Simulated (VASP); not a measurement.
Set up this calculation in VASP 6.6.1, as the native input.

* Task: relaxation of cell and atoms
* Functional: PBE
* Potentials or basis: VASP PAW PBE potentials, release 64 (Be, Se, O)
* Cutoff: 520 eV
* k mesh: 6 × 6 × 6
* Occupations: gaussian, width 0.03 eV
* Spin: no spin polarisation
* Further INCAR settings: ALGO = Normal; EDIFF = 1e-07; IBRION = 2; POTIM = 0.3; EDIFFG = -0.005; NSW = 60; ISIF = 3

The structure of Be3Se2O lies in POSCAR:

```
Be3Se2O                                 
1.0
    5.0775726023     -2.8716917357      0.0000000000
    5.0775726023      2.8716917357      0.0000000000
    0.0000000000      0.0000000000      5.4445669011
  Be              Se              O             
     6     4     2
Direct
     0.8386491425502924    0.4291761483185919    0.9135627600490430
     0.5708238516814081    0.1613508574497076    0.9135627600490430
     0.1095160313027210    0.8904839686972790    0.8276647153694340
     0.4291761483185919    0.8386491425502924    0.4135627600490430
     0.1613508574497076    0.5708238516814081    0.4135627600490430
     0.8904839686972790    0.1095160313027210    0.3276647153694339
     0.8350189103014453    0.4839895958393546    0.5072325344026959
     0.4839895958393546    0.8350189103014453    0.0072325344026958
     0.1649810896985547    0.5160104041606454    0.0072325344026958
     0.5160104041606454    0.1649810896985547    0.5072325344026959
     0.8534387500911217    0.1465612499088784    0.9999868057270945
     0.1465612499088784    0.8534387500911217    0.4999868057270945
```

The cell was built by a generator and needn't be a form met in nature.

These files were run (other wordings do the same):

INCAR

```
SYSTEM = Be3Se2O
PREC = Accurate
ENCUT = 520
EDIFF = 1E-7
ISMEAR = 0
SIGMA = 0.03
LREAL = .False.
LASPH = .True.
NELM = 120
ALGO = Normal
ISIF = 3
LWAVE = .False.
LCHARG = .False.
GGA = PE
IBRION = 2
NSW = 60
EDIFFG = -0.005
POTIM = 0.3
KPAR = 4
```

KPOINTS

```
Automatic mesh
0
Gamma
  6 6 6
  0 0 0
```

Potentials or basis: VASP PAW PBE potentials, release 64 (Be, Se, O).

Command:

```console
$ cat potpaw_PBE.64/Be/POTCAR potpaw_PBE.64/Se/POTCAR potpaw_PBE.64/O/POTCAR > POTCAR
$ mpirun -np 4 vasp_std > vasp.out
```

Results of the run:

```
Relaxed volume                         : 13.23 Å³/atom
Relaxed cell                           : a = 5.834 Å, b = 5.834 Å, c = 5.445 Å, α = 90.00°, β = 90.00°, γ = 58.98°
Space group after relaxing (to 0.05 Å) : Cmc2_1 (No. 36)
Energy gained by relaxing              : 0.0 meV/atom
Ionic steps                            : 2
Pressure after relaxing                : 0.0 GPa
Largest force after relaxing           : 0.004 eV/Å
Band gap on the k mesh                 : 3.00 eV, indirect (least direct gap 3.28 eV)
```

Wall time 83 s on 4 MPI ranks on Intel(R) Xeon(R) 6975P-C (Granite Rapids), with other jobs on the host, peak memory 0.43 GiB a rank.
